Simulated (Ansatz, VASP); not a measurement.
HfMg3 in VASP and in Ansatz

INCAR

```
SYSTEM = HfMg3
  PREC = Accurate
  ENCUT = 520
  EDIFF = 1E-7
  ISMEAR = 1
  SIGMA = 0.093
  LREAL = .False.
  LASPH = .True.
  NELM = 150
  ALGO = Normal
  ISIF = 2
  LWAVE = .False.
  LCHARG = .False.
  LMAXMIX = 4
  LDAU = .True.
  LDAUTYPE = 2
  LDAUL = -1 2
  LDAUU = 0 1.5
  LDAUJ = 0 0
  LDAUPRINT = 1
  GGA = PE
  NBANDS = 16
```

KPOINTS

```
Automatic mesh
0
Gamma
  1 1 1
  0 0 0
```

File POSCAR:

```
HfMg3
1.0
   -2.2263530000      2.2263530000      4.4846200000
    2.2263530000     -2.2263530000      4.4846200000
    2.2263530000      2.2263530000     -4.4846200000
Mg Hf
3 1
Direct
    0.5000000000      0.5000000000      0.0000000000
    0.2500000000      0.7500000000      0.5000000000
    0.7500000000      0.2500000000      0.5000000000
    0.0000000000      0.0000000000      0.0000000000
```

Input for Ansatz:

```yaml
crystal:
  lattice:
    - [-2.226353, 2.226353, 4.48462]
    - [2.226353, -2.226353, 4.48462]
    - [2.226353, 2.226353, -4.48462]
  atoms:
    - { symbol: Mg, position: [0.5, 0.5, 0.0] }
    - { symbol: Mg, position: [0.25, 0.75, 0.5] }
    - { symbol: Mg, position: [0.75, 0.25, 0.5] }
    - { symbol: Hf, position: [0.0, 0.0, 0.0] }
basis:
  ecutwfc: 420
kpoints:
  mp_grid: { grid: [1, 1, 1] }
hamiltonian:
  xc: pbe
  hubbard: { sites: [{ species: Hf, l: d, u_eff: 1.5 }] }
scf:
  occupations: { method: cold, width: 0.093 }
output:
  forces: true
  stress: true
  eigenvalues: true
```

Alike in both runs: task single point; functional PBE; k mesh 1 × 1 × 1; no spin polarisation; Hubbard terms Hf d U = 1.5 eV.

|  | VASP | Ansatz |
| --- | --- | --- |
| version | VASP 6.6.1 | Ansatz 0.2.0 |
| potentials or method | VASP PAW PBE potentials, release 64 (Mg, Hf_pv) | scalar-relativistic, plane waves, PAW |
| plane-wave cutoff (eV) | 520 | 420 |
| occupations | methfessel-paxton of order 1, width 0.093 eV | cold, width 0.093 eV |
| valence electrons in the cell | 16 | 56 |

VASP gave:

* gap on the k mesh at the Fermi level (eV): 0.05
* least direct gap on the mesh (eV): 0.05
* pressure (GPa): -4.1
* largest component of the traceless stress (GPa): 13.87

Question: Estimate Ansatz's values.

Answer: gap on the k mesh at the Fermi level (eV): 0.15; least direct gap on the mesh (eV): 0.15; pressure (GPa): -6.4; largest component of the traceless stress (GPa): 2.98.

The programs project onto different local orbitals, so the same U acts differently. The two sets of potentials don't hold the same shells in valence. Ansatz warned: «smearing_energy_in_gap».

Caveats: the k mesh is coarse (spacing up to 2.00 Å⁻¹), so the values aren't converged; spin-orbit coupling is left out, which moves the levels of the heavy elements; an odd mesh through Γ misses points on the zone boundary, where band edges often lie; the U is typed as a test and isn't derived for this compound.
